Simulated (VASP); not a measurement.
Here is the system:

```
CELL_PARAMETERS angstrom
      3.09393     0.00000     0.00000
      0.00000     3.09393     0.00000
      0.00000     0.00000     3.09393
ATOMIC_POSITIONS crystal
  Zn 0.50000 0.50000 0.50000
  Au 0.00000 0.00000 0.00000
```

The numbers are results of AM05 GGA, VASP's PBE PAW potentials (set 64) (plane waves; VASP), not measurements. Numerical set-up: 520 eV cut-off, 12×12×12 Γ-centred mesh, first-order Methfessel-Paxton smearing of 0.10 eV, potentials Zn Au.

Unless said otherwise, spin-orbit coupling is left out, though it shifts the bands of the heavy elements here.

Q: Estimate the energy per atom (σ→0), pressure, band gap (on the k-mesh) with the smallest direct gap where there is one.

A: 
| Item | Value |
|---|---|
| band gap (on the k-mesh) | none (metal, semimetal or under 0.01 eV) |
| energy per atom (σ→0) | -260.9 kJ/mol of atoms |
| pressure | 4.76 GPa |

Only differences to runs with the same potentials and settings are physical.

The compound is AuZn in the CsCl type structure. This cell is one point of a volume scan, at 0.97 of the reference volume. The electron count is odd and the run is not spin-polarised, which forces a metal.
